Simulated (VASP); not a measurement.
All values below come from r2SCAN meta-GGA, VASP's PBE PAW potentials (set 64) (plane waves; VASP).

A VASP calculation is set up with these files.

### POSCAR
```
SnTe
1
    0.0000000000     3.1846132685     3.1846132685
    3.1846132685     0.0000000000     3.1846132685
    3.1846132685     3.1846132685     0.0000000000
Sn Te
1 1
Direct
  0.0000000000   0.0000000000   0.0000000000
  0.5000000000   0.5000000000   0.5000000000
```

INCAR:
```
SYSTEM=SnTe
PREC=Accurate; ENCUT=520; LREAL=.FALSE.
LASPH=.TRUE.
EDIFF=1E-7; NELM=100; ALGO=Normal
LMAXMIX=4; LMIXTAU=.TRUE.
ISMEAR=-5
METAGGA=R2SCAN
ISIF=2
LWAVE=.FALSE.; LCHARG=.FALSE.; LORBIT=11
NEDOS=601
```

**KPOINTS**
```
Automatic
0
G
8 8 8
0 0 0
```

**KPOINTS_OPT**
```
k-points along high-symmetry lines
10
Line-mode
Reciprocal
  0.000000   0.000000   0.000000 ! GAMMA
  0.500000   0.000000   0.500000 ! X

  0.500000   0.000000   0.500000 ! X
  0.625000   0.250000   0.625000 ! U

  0.375000   0.375000   0.750000 ! K
  0.000000   0.000000   0.000000 ! GAMMA

  0.000000   0.000000   0.000000 ! GAMMA
  0.500000   0.500000   0.500000 ! L

  0.500000   0.500000   0.500000 ! L
  0.500000   0.250000   0.750000 ! W

  0.500000   0.250000   0.750000 ! W
  0.500000   0.000000   0.500000 ! X
```

POTCAR, in this order: Sn_d Te (PBE.64 set). Program: vasp_std.

Unless said otherwise, spin-orbit coupling is left out, though it shifts the bands of the heavy elements here.

**Question.** Predict the energy per atom (σ→0), band gap (over mesh and band path).

**Answer.** 
```yaml
energy per atom (σ→0): -25.343 eV/atom
band gap (over mesh and band path): 0.13 eV
```

### OSZICAR
```
...
DAV:  20    -0.506861496822E+02   -0.12141E-06   -0.63113E-08   460   0.277E-03    0.266E-03
DAV:  21    -0.506861498376E+02   -0.15534E-06   -0.42710E-08   406   0.255E-03    0.126E-03
DAV:  22    -0.506861499987E+02   -0.16116E-06   -0.76427E-08   430   0.244E-03    0.154E-04
DAV:  23    -0.506861499590E+02    0.39731E-07   -0.91553E-09   406   0.980E-04
   1 F= -.50686150E+02 E0= -.50686150E+02  d E =0.000000E+00
       N       E                     dE             ncg
       N       E                     dE             ncg
       N       E                     dE             ncg
```

The compound is SnTe in the rock salt structure, which distorts at low temperature. It was relaxed first.
